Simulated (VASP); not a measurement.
# Si48H16CF4 in VASP: notebook, part 3 of 3

VASP 6.6.1. Earlier steps stand in the parts before.

## (5) Single point, RPBE+D3(BJ)

The input, INCAR:

```
SYSTEM = Si48H16CF4
PREC = Accurate
ENCUT = 400
EDIFF = 1E-7
ISMEAR = 0
SIGMA = 0.05
LREAL = Auto
LASPH = .TRUE.
NELM = 60
ALGO = Fast
ISIF = 2
LWAVE = .FALSE.
LCHARG = .FALSE.
GGA = RP
IVDW = 12
NBANDS = 160
ISYM = 0
NCORE = 4
```

The input, KPOINTS:

```
Automatic mesh
0
G
  1 1 1
  0 0 0
```

POSCAR is that of step 4.

Potentials or basis: VASP PAW PBE potentials, release 64 (Si, H, C, F).

On the command line:

```bash
$ cat potpaw_PBE.64/Si/POTCAR potpaw_PBE.64/H/POTCAR potpaw_PBE.64/C/POTCAR potpaw_PBE.64/F/POTCAR > POTCAR
$ mpirun -np 8 vasp_gam > vasp.out
```

OUTCAR:

```text
SYSTEM = Si48H16CF4
   PREC = Accurate
   ENCUT = 400
   EDIFF = 1E-7
   ISMEAR = 0
   LREAL = Auto
   LASPH = .TRUE.
   NELM = 60
   ISIF = 2
   GGA = RP
   IVDW = 12
   ISYM = 0
 IVDW          = 12

 ion  position               nearest neighbor table
   1  0.698  0.299  0.407-   8 2.28  15 2.31   9 2.32  20 3.11  24 3.15
   2  0.819  0.680  0.411-  16 2.33  10 2.34   5 2.34  24 3.11
   3  0.059  0.945  0.410-  10 2.28  11 2.29   6 2.37  19 3.13
   4  0.307  0.192  0.430-  69 1.64  12 2.37  11 2.38   7 2.44
   5  0.966  0.536  0.441-   2 2.34   9 2.38  13 2.38
   6  0.210  0.791  0.422-  65 1.96  13 2.35  14 2.35   3 2.37
   7  0.463  0.033  0.445-  15 2.37  14 2.38   4 2.44
   8  0.551  0.446  0.418-   1 2.28  16 2.30  12 2.31
   9  0.880  0.390  0.377-   1 2.32  24 2.36  17 2.36   5 2.38
  10  0.876  0.872  0.375-   3 2.28   2 2.34  23 2.35  18 2.41
  11  0.136  0.126  0.375-   3 2.29  17 2.35  19 2.37   4 2.38
  12  0.375  0.365  0.377-   8 2.31  20 2.35  21 2.36   4 2.37
  13  0.112  0.625  0.377-  18 2.34   6 2.35  21 2.36   5 2.38
  14  0.377  0.892  0.378-  19 2.34   6 2.35  22 2.36   7 2.38
  15  0.605  0.118  0.379-   1 2.31  23 2.36  20 2.37   7 2.37
  16  0.626  0.621  0.376-   8 2.30   2 2.33  22 2.36  24 2.39
  17  0.001  0.252  0.323-  11 2.35   9 2.36  29 2.36  25 2.37
  18  0.005  0.749  0.313-  27 2.32  26 2.33  13 2.34  10 2.41
  19  0.252  0.998  0.314-  27 2.32  28 2.33  14 2.34  11 2.37   3 3.13
  20  0.499  0.250  0.315-  32 2.33  28 2.34  12 2.35  15 2.37   1 3.11
  21  0.248  0.499  0.324-  13 2.36  12 2.36  29 2.37  30 2.38
  22  0.498  0.755  0.324-  16 2.36  14 2.36  31 2.37  30 2.38
  23  0.745  0.002  0.322-  10 2.35  31 2.36  15 2.36  25 2.37
  24  0.751  0.499  0.313-  32 2.33  26 2.34   9 2.36  16 2.39   2 3.11   1 3.15
  25  0.873  0.127  0.264-  23 2.37  17 2.37  33 2.38  35 2.38
  26  0.876  0.626  0.257-  18 2.33  34 2.33  37 2.34  24 2.34
  27  0.125  0.877  0.257-  18 2.32  19 2.32  35 2.33  38 2.33
  28  0.375  0.125  0.257-  19 2.33  36 2.33  39 2.34  20 2.34
  29  0.126  0.375  0.263-  17 2.36  36 2.37  21 2.37  37 2.37
  30  0.374  0.626  0.265-  22 2.38  38 2.38  40 2.38  21 2.38
[... 32 lines left out ...]
  63  0.702  0.548  0.107-  48 1.49
  64  0.548  0.702  0.107-  48 1.49
  65  0.241  0.757  0.503-  67 1.37  68 1.37  66 1.38   6 1.96
  66  0.326  0.663  0.508-  65 1.38
  67  0.288  0.855  0.532-  65 1.37
  68  0.138  0.720  0.533-  65 1.37
  69  0.255  0.238  0.493-   4 1.64

IMPORTANT INFORMATION: All symmetrisations will be switched off!
NOSYMM: (Re-)initialisation of all symmetry stuff for point group C_1.

----------------------------------------------------------------------------------------

                                     Primitive cell

  volume of cell :    2764.0655

  direct lattice vectors                    reciprocal lattice vectors
     7.680593857  7.680593857  0.000000000     0.065099133  0.065099133  0.000000000
    -7.680593857  7.680593857  0.000000000    -0.065099133  0.065099133  0.000000000
     0.000000000  0.000000000 23.427650000     0.000000000  0.000000000  0.042684606

  length of vectors
    10.862000000 10.862000000 23.427650000     0.092064077  0.092064077  0.042684606

  position of ions in fractional coordinates (direct lattice)
     0.698471731  0.298696049  0.407251939
     0.818520240  0.680154192  0.410879233
     0.058509870  0.944851871  0.409604102
     0.307050643  0.192190893  0.430309075
     0.965949055  0.536394984  0.440833131
     0.210365627  0.790989000  0.422428198
[... 61 lines left out ...]
     0.138437359  0.719680778  0.532523603
     0.255022012  0.237616546  0.492624026
[... 103 lines left out ...]
   number of dos      NEDOS =    301   number of ions     NIONS =     69
   total plane-waves  NPLWV = 829440
   dimension x,y,z NGX =    72 NGY =   72 NGZ =  160
   dimension x,y,z NGXF=   144 NGYF=  144 NGZF=  320
   ions per type =              48  16   1   4
   NGX,Y,Z   is equivalent  to a cutoff of  11.02, 11.02, 11.35 a.u.
   NGXF,Y,Z  is equivalent  to a cutoff of  22.04, 22.04, 22.71 a.u.
 SYSTEM =  Si48H16CF4
   PREC   = accura    normal or accurate (medium, high low for compatibility)
   ISTART =      0    job   : 0-new  1-cont  2-samecut
   ICHARG =      2    charge: 1-file 2-atom 10-const
   ISPIN  =      1    spin polarized calculation?
   LNONCOLLINEAR =      F non collinear calculations
   LSORBIT =      F    spin-orbit coupling
   LASPH  =      T    aspherical Exc in radial PAW
   ENCUT  =  400.0 eV  29.40 Ry    5.42 a.u.  17.71 17.71 38.20*2*pi/ulx,y,z
   NELM   =     60;   NELMIN=  2; NELMDL= -5     # of ELM steps
   EDIFF  = 0.1E-06   stopping-criterion for ELM
   LREAL  =      T    real-space projection
   EDIFFG = 0.1E-05   stopping-criterion for IOM
   NSW    =      0    number of steps for IOM
   IBRION =     -1    ionic relax: 0-MD 1-quasi-New 2-CG
   NFREE  =      0    steps in history (QN), initial steepest desc. (CG)
   ISIF   =      2    stress and relaxation
   ISYM   =      0    0-nonsym 1-usesym 2-fastsym
   POTIM  = 0.5000    time-step for ionic-motion
   TEBEG  =    0.0;   TEEND  =   0.0 temperature during run
   PSTRESS=    0.0 pullay stress
   NELECT =     240.0000    total number of electrons
   NUPDOWN=      -1.0000    fix difference up-down
   EMIN   =  10.00;   EMAX   =-10.00  energy-range for DOS
   EFERMI =   0.00;   METHOD = LEGACY
   ISMEAR =     0;   SIGMA  =   0.05  broadening in eV -4-tet -1-fermi 0-gaus
   EFERMI_NEDOS =   21; number of points for ismear=-14 and -15
   IALGO  =     68    algorithm
   IMIX   =      4    mixing-type and parameters
     AMIX     =   0.40;   BMIX     =  1.00
     AMIX_MAG =   1.60;   BMIX_MAG =  1.00
  volume/ion in A,a.u.               =      40.06       270.33
  Fermi-wavevector in a.u.,A,eV,Ry     =   0.724930  1.369918  7.150173  0.525523
  Thomas-Fermi vector in A             =   1.815523
   LORBIT       =      0    0 simple, 1 ext, 2 COOP (PROOUT), +10 PAW based schemes
   GGA     = RP    functional components
   LHFCALC =     F    Hartree Fock is set to
   AEXX    =    0.0000 exact exchange contribution
   IVDW    =    12    specifies the selected vdW correction
   LEPSILON=     F    determine dielectric tensor
   LRPA    =     F    only Hartree local field effects (RPA)
 non-spin polarized calculation
 RMM-DIIS sequential band-by-band and
 Gauss-broadening in eV      SIGMA  =   0.05
  energy-cutoff  :      400.00
  volume of cell :     2764.07
 maximum number of plane-waves:     25105
 NGX is ok and might be reduce to    70
   NGX = 35   NGY = 35   NGZ = 77

 number of electron     239.9999986 magnetization

 Free energy of the ion-electron system (eV)
  ---------------------------------------------------
  ext. energy  EPLUGINS =         0.00000000
  ---------------------------------------------------
  free energy    TOTEN  =      -315.62837827 eV

  energy without entropy =     -315.62837827  energy(sigma->0) =     -315.62837827

 E-fermi :  -0.8272     XC(G=0):  -4.2269

 val. band max:       -1.0545113286   @ k =   0.0000   0.0000   0.0000
 cond. band min:      -0.5987979954   @ k =   0.0000   0.0000   0.0000
 fundamental gap:      0.4557133333
 Fermi energy:        -0.8271987747

 k-point     1 :       0.0000    0.0000    0.0000
  band No.  band energies     occupation
      1     -28.7634      2.00000
      2     -26.6454      2.00000
      3     -26.6351      2.00000
      4     -25.4546      2.00000
      5     -13.4749      2.00000
      6     -12.7139      2.00000
[... 124 lines left out ...]
    131       1.0128      0.00000
    132       1.0568      0.00000
 [bands above 132 left out]

------------------------ aborting loop because EDIFF is reached ----------------------------------------

 Edisp (eV)  -53.72396

 E8    (eV) :   -31.9982

  FORCE on cell =-STRESS in cart. coord.  units (eV):
  Direction    XX          YY          ZZ          XY          YZ          ZX
  --------------------------------------------------------------------------------------
  -------------------------------------------------------------------------------------
  Total     -14.24027   -23.76798   -31.10339    -0.08345    -0.04480     0.06834
  in kB      -8.25431   -13.77699   -18.02893    -0.04837    -0.02597     0.03961
  external pressure =      -13.35 kB  Pullay stress =        0.00 kB

 VOLUME and BASIS-vectors are now :
 -----------------------------------------------------------------------------
  energy-cutoff  :      400.00
  volume of cell :     2764.07
      direct lattice vectors                 reciprocal lattice vectors
     7.680593857  7.680593857  0.000000000     0.065099133  0.065099133  0.000000000
    -7.680593857  7.680593857  0.000000000    -0.065099133  0.065099133  0.000000000
     0.000000000  0.000000000 23.427650000     0.000000000  0.000000000  0.042684606

 POSITION                                       TOTAL-FORCE (eV/Angst)
 -----------------------------------------------------------------------------------
      3.07051      7.65884      9.54096        -0.020903      0.016739     -0.056139
      1.06273     11.51071      9.62593         0.006627      0.011881      0.075169
     -6.80763      7.70641      9.59606         0.081776      0.001998     -0.164470
      0.88219      3.83447     10.08113         0.371965      0.019073     -0.563955
      3.29923     11.53889     10.32768         0.044177      0.015449     -0.389952
     -4.45953      7.69100      9.89650        -0.030671      0.002755     -0.388983
[... 61 lines left out ...]
     -4.46429      6.59086     12.47578        -0.111209     -0.227309      0.090099
      0.13368      3.78376     11.54102        -0.050311     -0.005484      0.120495
 -----------------------------------------------------------------------------------
    total drift:                               -0.005780     -0.003753     -0.022905

  FREE ENERGIE OF THE ION-ELECTRON SYSTEM (eV)
  ---------------------------------------------------
  free  energy   TOTEN  =      -369.3523337472 eV

  energy  without entropy=     -369.3523337472  energy(sigma->0) =     -369.35233375
```

Run time: 61 s. Hardware: 8 MPI ranks of AMD EPYC 9R45 (Zen 5), shared host; peak memory 0.35 GiB.

Results:

```yaml
Free_energy: -369.3523 eV
Largest_force: 0.676 eV/Å
Band_gap_on_the_k_mesh: 0.46 eV, direct
Dispersion_energy_per_atom: -0.779 eV
```

Forces on the atoms (eV/Å):
```
Si  -0.021  0.017 -0.056
Si   0.007  0.012  0.075
Si   0.082  0.002 -0.164
Si   0.372  0.019 -0.564
Si   0.044  0.015 -0.390
Si  -0.031  0.003 -0.389
Si  -0.210 -0.027 -0.426
Si   0.114 -0.015 -0.385
Si  -0.136  0.198 -0.244
Si   0.081  0.059 -0.343
Si   0.168  0.141 -0.240
Si   0.204 -0.065 -0.218
Si  -0.183 -0.029 -0.163
Si  -0.241  0.083 -0.127
Si  -0.221 -0.254 -0.204
Si   0.104 -0.128 -0.316
Si  -0.024  0.020 -0.107
Si   0.114  0.075 -0.066
Si   0.063  0.061  0.058
Si  -0.068 -0.102  0.015
Si  -0.007 -0.014 -0.095
Si  -0.032  0.012 -0.105
Si  -0.045 -0.019 -0.107
Si   0.018 -0.080 -0.139
Si   0.008 -0.008  0.004
Si   0.008  0.002  0.085
Si  -0.020  0.005  0.088
Si   0.006  0.008  0.067
Si  -0.004  0.008  0.012
Si   0.012  0.000  0.007
Si  -0.011  0.004  0.007
Si  -0.013 -0.006  0.112
Si  -0.026  0.004  0.163
Si   0.031  0.002  0.149
Si   0.028  0.002  0.151
Si   0.025 -0.005  0.155
Si  -0.013  0.001  0.160
Si  -0.029 -0.003  0.156
Si  -0.018 -0.003  0.159
Si   0.022 -0.003  0.146
Si   0.188 -0.008  0.250
Si  -0.259  0.017  0.228
Si  -0.268  0.011  0.240
Si  -0.254  0.035  0.232
Si   0.246  0.044  0.169
Si   0.262 -0.037  0.158
Si   0.208 -0.006  0.230
Si  -0.231 -0.047  0.255
H   -0.288 -0.021  0.048
H    0.278  0.007  0.105
H   -0.270  0.027  0.127
H    0.285 -0.001  0.040
H   -0.273 -0.032  0.125
H    0.293  0.007  0.035
H   -0.272  0.032  0.118
H    0.314 -0.017  0.038
H   -0.314  0.025  0.035
H    0.280  0.005  0.107
H   -0.310 -0.023  0.027
H    0.281 -0.006  0.108
H   -0.285  0.020  0.038
H    0.278 -0.008  0.107
H   -0.270 -0.027  0.121
H    0.302  0.019  0.048
C   -0.100 -0.013 -0.251
F    0.276 -0.008  0.009
F   -0.095  0.244  0.123
F   -0.111 -0.227  0.090
F   -0.050 -0.005  0.120
```

Caveat: the cutoff is under 1.25 times the usual one of these potentials, so pressure, stress and relaxed cells hold a basis-set (Pulay) error; the PAW data sets were made with another functional, which shifts forces and pressure a little.

## (6) Single point, optB86b-vdW

Edit INCAR of step 5 so:

```diff
@@ -13,4 +13,7 @@
 LCHARG = .FALSE.
-GGA = RP
-IVDW = 12
+GGA = MK
+LUSE_VDW = .TRUE.
+AGGAC = 0.0
+PARAM1 = 0.1234
+PARAM2 = 1.0
 NBANDS = 160
```

KPOINTS is that of step 5.

POSCAR is that of step 5.

Potentials or basis: VASP PAW PBE potentials, release 64 (Si, H, C, F).

On the command line:

```bash
$ cat potpaw_PBE.64/Si/POTCAR potpaw_PBE.64/H/POTCAR potpaw_PBE.64/C/POTCAR potpaw_PBE.64/F/POTCAR > POTCAR
$ mpirun -np 8 vasp_gam > vasp.out
```

It took 4.1 min on 8 MPI ranks of AMD EPYC 9R45 (Zen 5), shared host; peak memory 0.85 GiB.

The run converged. Its results:

```yaml
Free_energy: -261.1339 eV
Largest_force: 0.348 eV/Å
Band_gap_on_the_k_mesh: 0.45 eV, direct
```

Forces on the atoms (eV/Å):
```
Si  -0.044 -0.009 -0.016
Si   0.088 -0.007 -0.044
Si   0.037  0.010  0.026
Si  -0.015 -0.008  0.066
Si   0.001 -0.014  0.094
Si  -0.009  0.001  0.074
Si   0.047  0.001  0.144
Si   0.021 -0.003  0.094
Si  -0.015 -0.024  0.060
Si   0.009 -0.029  0.070
Si  -0.023 -0.013  0.061
Si  -0.021  0.007  0.063
Si   0.005 -0.005  0.058
Si   0.034 -0.006  0.042
Si   0.009  0.030  0.040
Si  -0.008  0.039  0.070
Si  -0.003  0.000  0.005
Si  -0.046 -0.021  0.073
Si  -0.020 -0.018  0.028
Si   0.033  0.029  0.042
Si   0.013  0.003  0.002
Si   0.003 -0.003  0.000
Si  -0.011 -0.001  0.013
Si  -0.005  0.022  0.095
Si   0.003 -0.009 -0.012
Si  -0.001 -0.003 -0.025
Si  -0.009  0.004 -0.014
Si  -0.002  0.012 -0.028
Si   0.003  0.011 -0.020
Si   0.005 -0.002 -0.007
Si  -0.003  0.004 -0.022
Si  -0.005 -0.006 -0.018
Si   0.006  0.001 -0.015
Si   0.006  0.002 -0.029
Si  -0.006  0.003 -0.021
Si   0.003 -0.003 -0.024
Si   0.013 -0.002 -0.025
Si   0.006 -0.002 -0.022
Si   0.003  0.001 -0.025
Si  -0.012 -0.004 -0.021
Si   0.204 -0.012 -0.101
Si  -0.281  0.018 -0.125
Si  -0.292  0.010 -0.115
Si  -0.273  0.036 -0.120
Si   0.266  0.047 -0.185
Si   0.283 -0.039 -0.198
Si   0.226 -0.002 -0.123
Si  -0.247 -0.049 -0.096
H   -0.311 -0.023 -0.012
H    0.300  0.007  0.044
H   -0.292  0.028  0.067
H    0.309  0.000 -0.021
H   -0.294 -0.033  0.064
H    0.317  0.007 -0.026
H   -0.294  0.033  0.057
H    0.338 -0.017 -0.022
H   -0.337  0.026 -0.025
H    0.301  0.005  0.046
H   -0.333 -0.023 -0.033
H    0.302 -0.006  0.046
H   -0.309  0.021 -0.023
H    0.300 -0.008  0.046
H   -0.292 -0.029  0.060
H    0.326  0.019 -0.012
C   -0.049 -0.016 -0.059
F    0.004  0.005  0.027
F    0.009 -0.009  0.024
F    0.019  0.016 -0.011
F    0.007 -0.001 -0.009
```

Levels at points of the mesh, in eV from the valence-band top:
```csv
k point,band 116,band 117,band 118,band 119,band 120,band 121,band 122,band 123,band 124,band 125
"(0.00, 0.00, 0.00)",-0.67,-0.50,-0.41,-0.08,0.00,0.45,0.62,1.06,1.15,1.16
```

Caveat: the cutoff is under 1.25 times the usual one of these potentials, so pressure, stress and relaxed cells hold a basis-set (Pulay) error; the PAW data sets were made with another functional, which shifts forces and pressure a little.

## (7) The runs side by side

```csv
task,level,cell,gap on the mesh (eV),largest force (eV/Å)
relaxation of the atoms,PBE+D3(BJ),atoms relaxed,0.45,-
single point,PBE,as given,0.45,0.36
single point,RPBE,as given,0.46,0.43
single point,RPBE+D3(BJ),as given,0.46,0.68
single point,optB86b-vdW,as given,0.45,0.35
```

Alike in all rows: potentials or basis VASP PAW PBE potentials, release 64 (Si, H, C, F); no spin polarisation; k mesh 1 × 1 × 1; cutoff (eV) 400; smearing gaussian 0.05 eV.

On the cell as given the gap runs from 0.45 eV (optB86b-vdW) to 0.46 eV (RPBE).

Caveats: the cutoff is under 1.25 times the usual one of these potentials, so pressure, stress and relaxed cells hold a basis-set (Pulay) error; the PAW data sets were made with another functional, which shifts forces and pressure a little (some runs).

Absolute energies hang on the potentials; compare differences alone.
